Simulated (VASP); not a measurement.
Here is the system:

```xyz
2
Lattice="0.0000 2.7300 2.7300 2.7300 0.0000 2.7300 2.7300 2.7300 0.0000" Properties=species:S:1:pos:R:3 pbc="T T T"
Mg     0.0000     0.0000     0.0000
Se     2.7300     2.7300     2.7300
```

These are PBEsol GGA, VASP's PBE PAW potentials (set 64) (plane waves; VASP) values and carry that method's errors. Settings: 300 eV cut-off, 7×7×7 Γ-centred mesh, Fermi-Dirac smearing of 0.050 eV, potentials Mg Se.

Problem. What does the run give for the energy per atom (σ→0)?

Solution. 
```json
{
  "energy per atom (σ→0)": "-4051 meV/atom"
}
```

Total energies compare only between runs with the same potentials, cut-off and functional.

The structure is a typed MgSe crystal. The cell was not relaxed at this level.
